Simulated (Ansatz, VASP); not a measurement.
# V (bcc): VASP beside Ansatz

One calculation is typed for both programs; each brings its own data sets. How far apart do they land? The two relaxations start from unlike cells of this crystal (the structure described is Ansatz's start), so only their ends are compared.

Program: Ansatz 0.2.0. Level of theory: plane waves, with VASP 6.6.1 beside it; relaxation of cell and atoms at PBE. Results are calculated unless marked as measured.

### Step 1. The starting structure

Symmetry: Im-3m, No. 229, cubic system. The conventional cell has a = 3.024 Å, b = 3.024 Å, c = 3.024 Å, α = 90.00°, β = 90.00°, γ = 90.00°. Nearest to V lie 8 V at 2.62 Å.

### Step 2. VASP: relaxation of cell and atoms, PBE

The relaxed volume is the usual yardstick between codes: in a stiff, nearly cubic crystal its relative difference is about their pressure difference at one cell divided by the bulk modulus.

Lines of VASP's logs that name or quote its potential files are left out, and so is its time.

INCAR

```
SYSTEM = V
PREC = Accurate
ENCUT = 500
EDIFF = 1E-07
NELM = 120
ISMEAR = -1
SIGMA = 0.05
LREAL = .FALSE.
ALGO = Normal
GGA = PE
NBANDS = 12
LASPH = .TRUE.
LORBIT = 11
LWAVE = .FALSE.
LCHARG = .FALSE.
ISIF = 3
IBRION = 2
NSW = 80
EDIFFG = -0.005
GGA_COMPAT = .FALSE.
NELMIN = 4
```

POSCAR

```
V
1.0
   -1.4987948853      1.4987948853      1.4987948853
    1.4987948853     -1.4987948853      1.4987948853
    1.4987948853      1.4987948853     -1.4987948853
V
1
Direct
    0.0000000000      0.0000000000      0.0000000000
```

KPOINTS

```
Automatic mesh
0
Gamma
18 18 18
0 0 0
```

Potentials, in the order of the species: V_sv (PBE family, release 64).

Launch:

```bash
$ mpirun -np 1 vasp_std
```

Numbers of over 12 decimals in the logs are rounded to 6 here.

Output:

```text
[banner, memory and clock lines left out]
running    1 mpi-ranks, on    1 nodes
 distrk:  each k-point on    1 cores,    1 groups
 distr:  one band on    1 cores,    1 groups

 POSCAR found type information on POSCAR V
 POSCAR found :  1 types and       1 ions
 LDA part: xc-table for (Slater+PW92), standard interpolation
 POSCAR, INCAR and KPOINTS ok, starting setup
 FFT: planning ... GRIDC
 FFT: planning ... GRID_SOFT
 FFT: planning ... GRID
 WAVECAR not read
 entering main loop
       N       E                     dE             d eps       ncg     rms          rms(c)
DAV:   1     0.895487400904E+02    0.89549E+02   -0.68640E+03  4688   0.115E+03
DAV:   2    -0.912669013757E+01   -0.98675E+02   -0.95902E+02  4792   0.326E+02
DAV:   3    -0.103851068261E+02   -0.12584E+01   -0.12560E+01  5232   0.432E+01
DAV:   4    -0.103914936004E+02   -0.63868E-02   -0.63867E-02  5036   0.326E+00
DAV:   5    -0.103915694065E+02   -0.75806E-04   -0.75806E-04  5128   0.335E-01    0.183E+01
DAV:   6    -0.902370629890E+01    0.13679E+01   -0.31625E+00  4864   0.295E+01    0.160E+00
DAV:   7    -0.900728662962E+01    0.16420E-01   -0.28070E-02  4876   0.213E+00    0.102E+00
DAV:   8    -0.899915949874E+01    0.81271E-02   -0.44491E-03  5056   0.100E+00    0.689E-02
DAV:   9    -0.899920932368E+01   -0.49825E-04   -0.17927E-04  4772   0.197E-01    0.347E-02
DAV:  10    -0.899921089244E+01   -0.15688E-05   -0.10393E-05  4992   0.481E-02    0.540E-03
DAV:  11    -0.899921166420E+01   -0.77175E-06   -0.80483E-07  4948   0.150E-02    0.670E-04
DAV:  12    -0.899921191101E+01   -0.24681E-06   -0.12593E-08  2616   0.181E-03    0.273E-04
DAV:  13    -0.899921203628E+01   -0.12527E-06   -0.19790E-09  2404   0.691E-04    0.879E-05
DAV:  14    -0.899921202829E+01    0.79892E-08   -0.28342E-10  2412   0.297E-04
   1 F= -.89992120E+01 E0= -.89918888E+01  d E =-.899921E+01
 curvature:   0.00 expect dE= 0.000E+00 dE for cont linesearch  0.000E+00
 trial: gam= 0.00000 g(F)=  0.210E-61 g(S)=  0.848E-05 ort = 0.000E+00 (trialstep = 0.100E+01)
 search vector abs. value=  0.848E-05
 bond charge predicted
       N       E                     dE             d eps       ncg     rms          rms(c)
DAV:   1    -0.899949580256E+01   -0.28377E-03   -0.44234E-03  4684   0.113E+00    0.183E-01
DAV:   2    -0.899921653122E+01    0.27927E-03   -0.72156E-04  4712   0.442E-01    0.390E-02
DAV:   3    -0.899921368652E+01    0.28447E-05   -0.45227E-06  4872   0.301E-02    0.204E-02
DAV:   4    -0.899921169128E+01    0.19952E-05   -0.24983E-06  4944   0.190E-02    0.111E-03
DAV:   5    -0.899921156637E+01    0.12491E-06   -0.20163E-08  2808   0.197E-03    0.524E-04
DAV:   6    -0.899921146174E+01    0.10463E-06   -0.23581E-09  2348   0.798E-04    0.433E-05
DAV:   7    -0.899921147066E+01   -0.89274E-08   -0.27799E-10  2352   0.283E-04
   2 F= -.89992115E+01 E0= -.89918981E+01  d E =0.557622E-06
 trial-energy change:    0.000001  1 .order    0.000001   -0.000008    0.000011
 step:   0.4839(harm=  0.4445)  dis= 0.00000  next Energy=    -8.999214 (dE=-0.211E-05)
 bond charge predicted
       N       E                     dE             d eps       ncg     rms          rms(c)
DAV:   1    -0.899929014604E+01   -0.78684E-04   -0.11785E-03  4684   0.584E-01    0.942E-02
DAV:   2    -0.899921501023E+01    0.75136E-04   -0.19287E-04  4716   0.228E-01    0.200E-02
DAV:   3    -0.899921404241E+01    0.96782E-06   -0.12165E-06  4852   0.156E-02    0.105E-02
DAV:   4    -0.899921403728E+01    0.51332E-08   -0.66769E-07  4948   0.981E-03
   3 F= -.89992140E+01 E0= -.89918955E+01  d E =-.200899E-05
 curvature:  -0.22 expect dE=-0.155E-06 dE for cont linesearch -0.155E-06
 trial: gam= 0.00000 g(F)=  0.122E-60 g(S)=  0.700E-06 ort =-0.244E-05 (trialstep = 0.897E+00)
 search vector abs. value=  0.700E-06
 reached required accuracy - stopping structural energy minimisation
```

From OUTCAR (step 2):

```text
ion  position               nearest neighbor table
   1  0.000  0.000  0.000-

  LATTYP: Found a body centered cubic cell.
 ALAT       =     2.9975897706

 Subroutine GETGRP returns: Found 48 space group operations
 (whereof 48 operations were pure point group operations)

The static configuration has the point symmetry O_h .

 Found    195 irreducible k-points:

   k-points           NKPTS =    195   k-points in BZ     NKDIM =    195   number of bands    NBANDS=     12

   dimension x,y,z NGX =    20 NGY =   20 NGZ =   20
   dimension x,y,z NGXF=    40 NGYF=   40 NGZF=   40

   ENCUT  =  500.0 eV  36.75 Ry    6.06 a.u.   4.73  4.73  4.73*2*pi/ulx,y,z

   NELECT =      13.0000    total number of electrons

 k-points in reciprocal lattice and weights: Automatic mesh
   0.00000000  0.00000000  0.00000000       0.000
   0.05555556  0.00000000  0.00000000       0.002
   0.11111111  0.00000000  0.00000000       0.002
   0.16666667  0.00000000  0.00000000       0.002
   0.22222222  0.00000000  0.00000000       0.002
   0.27777778  0.00000000  0.00000000       0.002
   0.33333333  0.00000000  0.00000000       0.002
   0.38888889  0.00000000  0.00000000       0.002
   0.44444444  0.00000000  0.00000000       0.002
[...]
0.50000000  0.50000000  0.44444444       0.002
   0.50000000  0.50000000  0.50000000       0.000

 average (electrostatic) potential at core
       1 -70.1422

 E-fermi :   9.7222

 k-point     1 :       0.0000    0.0000    0.0000
  band No.  band energies     occupation
      1     -53.9983      2.00000
      2     -27.2982      2.00000
      3     -27.2982      2.00000
      4     -27.2982      2.00000
      5       3.1279      2.00000
      6      10.1311      0.00056
      7      10.1311      0.00056
      8      10.1311      0.00056
      9      12.1427      0.00000
     10      12.1427      0.00000
    ...

 k-point     2 :       0.0556    0.0000    0.0000
  band No.  band energies     occupation
      1     -53.9924      2.00000
      2     -27.3268      2.00000
      3     -27.3070      2.00000
      4     -27.2986      2.00000
      5       3.2530      2.00000
      6      10.0776      0.00164
      7      10.1200      0.00070
      8      10.2201      0.00009
      9      12.0803      0.00000
     10      12.1460      0.00000
    ...

 k-point     3 :       0.1111    0.0000    0.0000
  band No.  band energies     occupation
      1     -53.9755      2.00000
      2     -27.4082      2.00000
      3     -27.3320      2.00000
      4     -27.2992      2.00000
      5       3.6181      2.00000
      6       9.9265      0.03300
      7      10.0700      0.00190
      8      10.4817      0.00000
      9      11.9358      0.00000
     10      12.1581      0.00000
    ...

  Total        0.0021993      0.0021993      0.0021993      0.0000000     -0.0000000     -0.0000000
  in kB        0.2617871      0.2617871      0.2617871      0.0000000     -0.0000000     -0.0000000
  external PRESSURE =       0.2617871 kB  Pullay stress =       0.0000000 kB

  energy-cutoff  :      500.00
  volume of cell :       13.46
      direct lattice vectors                 reciprocal lattice vectors
    -1.498527006  1.498527006  1.498527006     0.000000000  0.333660987  0.333660987
     1.498527006 -1.498527006  1.498527006     0.333660987  0.000000000  0.333660987
     1.498527006  1.498527006 -1.498527006     0.333660987  0.333660987  0.000000000

 POSITION                                       TOTAL-FORCE (eV/Angst)
 -----------------------------------------------------------------------------------
     -0.00000      0.00000      0.00000        -0.000000      0.000000      0.000000
 -----------------------------------------------------------------------------------
    total drift:                                0.000000      0.000000      0.000000

  FREE ENERGIE OF THE ION-ELECTRON SYSTEM (eV)
  ---------------------------------------------------
  free  energy   TOTEN  =        -8.9992140373 eV

  energy  without entropy=       -8.9845770394  energy(sigma->0) =       -8.99189554

 reached required accuracy - stopping structural energy minimisation

 total charge
# of ion       s       p       d       tot
------------------------------------------
    1        2.342   6.221   3.091  11.654

[... 3 further parts left out ...]
```

CONTCAR:

```
V
   1.00000000000000
    -1.4985270055991777    1.4985270055991777    1.4985270055991777
     1.4985270055991777   -1.4985270055991777    1.4985270055991777
     1.4985270055991777    1.4985270055991777   -1.4985270055991777
  V
     1
Direct
     0.0000000000000000    0.0000000000000000    0.0000000000000000
```

This run has no spin polarisation, so a moment on V, if there is one, isn't seen. Its electron count is odd, so without a moment it is a metal by construction. The run keeps the 48 symmetry operations of its start, so it cannot find a distortion of lower symmetry.

### Step 3. Ansatz: relaxation of cell and atoms, PBE

Ansatz runs on its default PAW (the set named soft_2) files.

Its own start cell and the same functional, mesh and smearing now go to Ansatz.

input.yaml

```yaml
crystal:
  lattice:
    - [-1.512, 1.512, 1.512]
    - [1.512, -1.512, 1.512]
    - [1.512, 1.512, -1.512]
  atoms:
    - { symbol: V, position: [0.0, 0.0, 0.0] }
basis:
  ecutwfc: 420
  xc_grid: 2
hamiltonian:
  xc: pbe
kpoints:
  mp_grid: { grid: [18, 18, 18] }
scf:
  occupations: { method: fermi_dirac, width: 0.05 }
  max_iter: 150
output:
  forces: true
  stress: true
relax:
  f_tol: 0.01
  max_steps: 60
  cell: {}
checkpoint:
  write: "../pbe.run"
  compress: false
  write_wavefunctions: false
  write_every: 100000
```

Launch:

```bash
$ ansatz run input.yaml --threads 1 --pin off --max-ram 2826MiB --backend cpu --events-out ev --progress --plain --runs-dir out
```

Output:

```text
Engine: ansatz 0.2.0, x86_64-unknown-linux-gnu
Pseudopotentials: kind: paw
Pseudopotential: V, paw, valence charge 13, recommended cutoff 420 eV (normal), V.paw.azcp
Functional definition: PBE
  parameter kappa = 0.804
  parameter beta = 0.066725
  exchange = pbe_x(kappa = kappa, mu = beta*pi^2/3)
  correlation = pbe_c(beta = beta)
Crystal: 1 atoms, lattice volume = 13.827 Å³
Basis set: ecut = 420 eV, 249 PW (Γ), exchange–correlation on 36×36×36 points (8 copies of the dense FFT grid, shifted against one another)
Bands: 11, of which v1, the nominal top of the filled ones, is band 7 counted from 1 (6 counted from 0)
Symmetry: 48 space group operations
Space group: Im-3m (ITA 229), of the structure as read, at distance tolerance 2.4e-5 Å
k-points: 195 of 5832
Non-local potential: V, projectors of the file, l = 0: 3, l = 1: 2, l = 2: 3, l = 3: 1
PAW form: soft (Blöchl's): semilocal exchange-correlation on the pseudo side does not see the compensation charge
PAW one-centre angular grid: V, 590 points (default); XC on 64 Gauss nodes
Initial density: superposition of atomic densities (neutral atoms: chi_scale 0, normalization atom), corrected by the library's trained network
Initial wavefunctions: pseudopotential atomic-orbital guess
Functional: x = pbe(κ = 0.804, μ = 0.219515), c = pbe(β = 0.066725)
SCF iter   1: F=—  HF=-2912.412619 eV  |F-HF|=—  |Δ(HF+E_count)|=         —  Δρ=4.06e-3  dr2=6.28e-4  ethr=1.77e-3  ⟨swp⟩=4.0  Hψ=10573  notcnv=0
preconditioner: auto → none  [metal: Δε(μ)=0.009 eV  Ē_g=6.566 eV  σ=0.050 eV  W_gap=0.05  n_scr=0 (ndim 8)  ℏωp=22.3 eV  f_vac=0.000  D(μ)=1.83/eV (n_scr^D=18)]
SCF iter   2: F=—  HF=-2912.412611 eV  |F-HF|=—  |Δ(HF+E_count)|=   7.75e-6  Δρ=2.05e-3  dr2=1.61e-4  ethr=4.83e-6  ⟨swp⟩=1.0  Hψ=3705  notcnv=0
SCF iter   3: F=—  HF=-2912.412666 eV  |F-HF|=—  |Δ(HF+E_count)|=   5.49e-5  Δρ=9.98e-5  dr2=8.34e-7  ethr=1.24e-6  ⟨swp⟩=1.0  Hψ=2130  notcnv=0
SCF iter   4: F=—  HF=-2912.412661 eV  |F-HF|=—  |Δ(HF+E_count)|=   5.28e-6  Δρ=9.52e-5  dr2=1.06e-6  ethr=6.42e-9  ⟨swp⟩=2.0  Hψ=3435  notcnv=0
iter 5 did not close the SCF: its close was put off for the readings that it lacked (scf_convergence_deferred on its scf_iter line)
SCF iter   5: F=-2912.412660 eV  HF=-2912.412661 eV  |F-HF|=3.41e-9  |Δ(HF+E_count)|=   2.90e-7  Δρ=7.22e-6  dr2=5.21e-9  ethr=6.42e-9  ⟨swp⟩=2.6  Hψ=3096  notcnv=0
SCF iter   6: F=-2912.412661 eV  HF=-2912.412661 eV  |F-HF|=2.91e-11  |Δ(HF+E_count)|=  7.23e-10  Δρ=1.26e-6  dr2=6.36e-11  ethr=4.01e-11  ⟨swp⟩=1.2  Hψ=6234  notcnv=0
SCF 1 converged in 6 iterations: F = -2912.412661 eV  dr2 = 6.36e-11
  greatest PAW one-centre occupation: 1.000 electrons in one spin orbital (limit 2), on the V atom at site 0 (counted from 0), in its partial waves of l = 0
relax step   1: F+E_penalty+E_count = -2912.41266050 eV  Δ(F+E_penalty+E_count) = +0.000e0 eV  max|allowed force component| = 0.000e0 eV/Å  Δτ_max = 0.0000 Å  P = -4.740 GPa  Ω = 13.827 Å³  (6 SCF iters, dr2 threshold 1.00e-7 eV, accepted)
[...]
relax step   2: F+E_penalty+E_count = -2912.41842272 eV  Δ(F+E_penalty+E_count) = -5.762e-3 eV  max|allowed force component| = 0.000e0 eV/Å  Δτ_max = 0.0000 Å  P = +0.740 GPa  Ω = 13.398 Å³  energy of the carried Pulay correction = +2.299e-4 eV  (5 SCF iters, dr2 threshold 1.00e-7 eV, accepted)
[...]
relax step   3: F+E_penalty+E_count = -2912.41851654 eV  Δ(F+E_penalty+E_count) = -9.382e-5 eV  max|allowed force component| = 0.000e0 eV/Å  Δτ_max = 0.0000 Å  P = -0.029 GPa  Ω = 13.455 Å³  energy of the carried Pulay correction = +1.993e-4 eV  (4 SCF iters, dr2 threshold 1.00e-7 eV, accepted)
[...]
relax step   4: F+E_penalty+E_count = -2912.41831931 eV  Δ(F+E_penalty+E_count) = +1.972e-4 eV  max|allowed force component| = 0.000e0 eV/Å  Δτ_max = 0.0000 Å  P = -0.025 GPa  Ω = 13.455 Å³  stress off target by 2.53e-2 GPa  SCF on the basis re-selected at this cell (its energy is not comparable with the rows above)  (5 SCF iters)
basis re-selected at this cell: Δ(F+E_penalty+E_count) = +1.972e-4 eV, ΔP = +0.004 GPa vs the last step (what re-selecting the basis moved, of the pressure what is left beyond the Pulay correction that the steps carried, after the strain that the cell walked since its last selection, with what the two solves' SCF thresholds leave and, on support functions, any second-order correction that the steps lacked; it is no measure of the basis error at this ecutwfc). This SCF's stress stands 2.53e-2 GPa from its target on what of the cell is left free (relax.cell.stress_tol is 5.00e-2 GPa) and its largest allowed force component is 0.00e0 eV/Å (relax.f_tol is 1.00e-2 eV/Å): [rest of the remark cut]
SCF converged after 5 iterations
Free energy (F): -2912.418319 eV
Harris-Foulkes:  -2912.418319 eV  (|F-HF|=9.09e-13)
Internal energy: -2912.403717 eV  (E = F + TS)
E sigma→0 (E₀):  -2912.411018 eV
Entropy (-TS):   -0.014603 eV (-14.603 meV/atom)
Fermi energy:    16.559458 eV
--- Per-component energies (eV) ---
  E_band       = -144.072129
  E_kinetic    = 336.496607
  E_local      = -892.995290  (includes V_loc(G=0)·N_el)
  E_nonlocal   = -45.588595
  E_hartree    = 410.637628
  E_xc         = -130.537523
  E_vxc        = -165.497679  (∫ρ·V_xc dr)
  E_paw        = -1112.727933  (= ΣΔE_a)
  E_vpaw       = -197.762646  (= ΣTr[D̂ρ^β])
  E_aug_tail   = 0.000254  (compensation charges beyond the density's cutoff)
  E_ewald      = -1477.688864
  E_smearing   = -0.014603  (= −TS)
  E_closure    = 0.000000  (closes the sum)
  Σ components = -2912.418319   (vs F -2912.418319, Δ=0.00e0)
--- Forces (eV/Å), atoms counted from 1 ---
  atom   1  V     -0.00000000     0.00000000     0.00000000
  max |Σ_I F_I| component: 6.16e-32 eV/Å
--- Stress (GPa, compression-positive) ---
       -0.025268      -0.000000       0.000000
       -0.000000      -0.025268       0.000000
       -0.000000       0.000000      -0.025268
  P = ⅓ Tr σ = -0.0253 GPa (-0.253 kbar)
--- Relaxed structure (3 steps of the walk, 3 accepted, 1 SCFs on fresh bases) ---
  F+E_penalty+E_count = -2912.41831931 eV   max|allowed force component| = 0.000e0 eV/Å   (the final SCF, on the basis selected at the relaxed cell)
  cell:  # Å, volume = 13.4548 Å³
    - [-1.498323, 1.498323, 1.498323]
    - [1.498323, -1.498323, 1.498323]
    - [1.498323, 1.498323, -1.498323]
  atoms:
    - { symbol: V, position: [0.0, 0.0, 0.0] }
```

Reading the cycles: dr2 is the Hartree energy of the density residual (eV), the measure of convergence; HF is the Harris–Foulkes estimate of the energy, which meets the free energy F at convergence.

### Step 4. Comparison

Known differences besides the potentials themselves: the cutoff is 420 eV in Ansatz and 500 eV in VASP; Ansatz adds a Pulay correction to the stress that steers its cell, VASP none. Total energies have different zeros and are not compared.

The two programs side by side:

```tsv
quantity	Ansatz	VASP	difference
volume (Å³)	13.45	13.46	-0.04 %
edge a after relaxation, in the typed setting (Å)	2.595	2.595	-0.01 %
```

### Step 5. Summary of results

| Property | Result |
| --- | --- |
| difference in volume (relaxation of cell and atoms, PBE) | -0.041 % |

**Reading.** The difference in volume is -0.041 % (relaxation of cell and atoms, PBE), within the 1.2 % picked in this series as the mark of a large difference, as far as the stopping tolerances let one tell. Such differences can come from data sets, numerical settings and the points named under the comparisons, not from the functional's error against experiment.

[Lines on the potential files, build, host, timing and source positions are cut from VASP's logs without a mark.]

[Logs are printed without paths, hosts, clocks, repeated set-up lines and the standing remarks that a program may print on its own settings, such as how far it seeks lower states.]

[Hosts, paths, dates, database ids (printed as entryN), source tags and the programs' standing remarks are cut or masked in the printed files.]
